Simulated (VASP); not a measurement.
An input for Quantum ESPRESSO's pw.x (written as the equivalent of a VASP run, and not itself run):

```
&CONTROL
  calculation = 'vc-relax'
  pseudo_dir = './pseudo'
  outdir = './out'
  tprnfor = .true.
  tstress = .true.
  nstep = 60
  forc_conv_thr = 0.00039
/
&SYSTEM
  ibrav = 0
  nat = 2
  ntyp = 1
  ecutwfc = 84
  occupations = 'smearing'
  smearing = 'methfessel-paxton'
  degauss = 0.00735
  input_dft = 'pbe'
  vdw_corr = 'grimme-d3'
  dftd3_version = 3
  dftd3_threebody = .false.
/
&ELECTRONS
  conv_thr = 7.3e-08
  electron_maxstep = 100
/
&IONS
/
&CELL
/
ATOMIC_SPECIES
  As 74.922 As.upf
CELL_PARAMETERS angstrom
     3.6803640   -1.8800000    0.0000000
     3.6803640    1.8800000    0.0000000
     2.7200240    0.0000000    3.1114220
ATOMIC_POSITIONS crystal
  As   0.2270000  0.2270000  0.2270000
  As   0.7730000  0.7730000  0.7730000
K_POINTS automatic
  11 11 11 0 0 0
```

Write the VASP files for the same calculation (PBE-D3 (zero damping)).

One answer among several that fit: 
**KPOINTS**
```
Automatic mesh
0
Gamma
11 11 11
0 0 0
```

**POSCAR**
```
As
1.0
  3.6803640000  -1.8800000000   0.0000000000
  3.6803640000   1.8800000000   0.0000000000
  2.7200240000   0.0000000000   3.1114220000
As
2
Cartesian
  2.2883307040   0.0000000000   0.7062927940
  7.7924212960   0.0000000000   2.4051292060
```

**INCAR**
```
SYSTEM  =  As
PREC  =  Accurate; ENCUT  =  520; LREAL  =  F
LASPH  =  T
EDIFF  =  1E-6; NELM  =  100; ALGO  =  Normal
LMAXMIX  =  4
ISMEAR  =  1; SIGMA  =  0.1
GGA  =  PE; IVDW  =  11
IBRION  =  2; NSW  =  60; ISIF  =  3
EDIFFG  =  -0.01
LWAVE  =  F; LCHARG  =  F
```

POTCAR, in this order: As (PBE.64 set). Program: vasp_std.

What does not carry over: the potentials are each code's own (VASP's PAW set, PseudoDojo norm-conserving files in pw.x), so ENCUT and ecutwfc are chosen apart and not converted; conv_thr bounds pw.x's estimated SCF error, while EDIFF bounds the energy change between steps; forc_conv_thr acts on force components and is met together with etot_conv_thr.

The compound is As in the a7 structure. This run relaxes it. Symmetry was kept, so distortions that lower it aren't found.
